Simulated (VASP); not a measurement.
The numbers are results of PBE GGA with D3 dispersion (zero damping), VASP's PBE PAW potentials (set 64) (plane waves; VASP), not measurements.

Input for VASP

**KPOINTS**
```
Automatic mesh
0
Gamma
12 12 12
0 0 0
```

### INCAR
```
SYSTEM = BN
PREC = Accurate; ENCUT = 520; LREAL = .False.
LASPH = .True.
EDIFF = 1E-7; NELM = 100; ALGO = Normal
ISMEAR = 0; SIGMA = 0.05
GGA = PE; IVDW = 11
ISIF = 2
LWAVE = .False.; LCHARG = .False.
```

**POSCAR**
```
BN
3.6868170
  0.0000000000   0.4999999654   0.4999999654
  0.4999999654   0.0000000000   0.4999999654
  0.4999999654   0.4999999654   0.0000000000
B N
1 1
Cartesian
  0.0000000000   0.0000000000   0.0000000000
  0.2499999827   0.2499999827   0.2499999827
```

POTCAR, in this order: B N (PBE.64 set). Program: vasp_std.

Task: What does the run give for the energy per atom (σ→0), dispersion energy, pressure, band gap (on the k-mesh)?

Result: 
- energy per atom (σ→0) = -8.840 eV/atom
- dispersion energy = -0.263 eV
- band gap (on the k-mesh) = 4.39 eV
- pressure = -199.2 kbar

**OSZICAR**
```
...
DAV:   7    -0.174302588376E+02    0.56086E-01   -0.69568E-02  1440   0.267E+00    0.183E+00
DAV:   8    -0.174175342770E+02    0.12725E-01   -0.38351E-02  1368   0.177E+00    0.162E-01
DAV:   9    -0.174177079443E+02   -0.17367E-03   -0.65295E-04  1248   0.254E-01    0.709E-02
DAV:  10    -0.174177910303E+02   -0.83086E-04   -0.14544E-04  1672   0.121E-01    0.148E-02
DAV:  11    -0.174177964391E+02   -0.54087E-05   -0.99451E-06  1344   0.299E-02    0.743E-03
DAV:  12    -0.174177963830E+02    0.56078E-07   -0.18153E-06  1400   0.108E-02    0.488E-04
DAV:  13    -0.174177964029E+02   -0.19950E-07   -0.31165E-08   576   0.203E-03
   1 F= -.17680445E+02 E0= -.17680445E+02  d E =-.848303E-12
```

The compound is BN in the zinc blende structure. This cell is one point of a volume scan, at 1.06 of the reference volume.
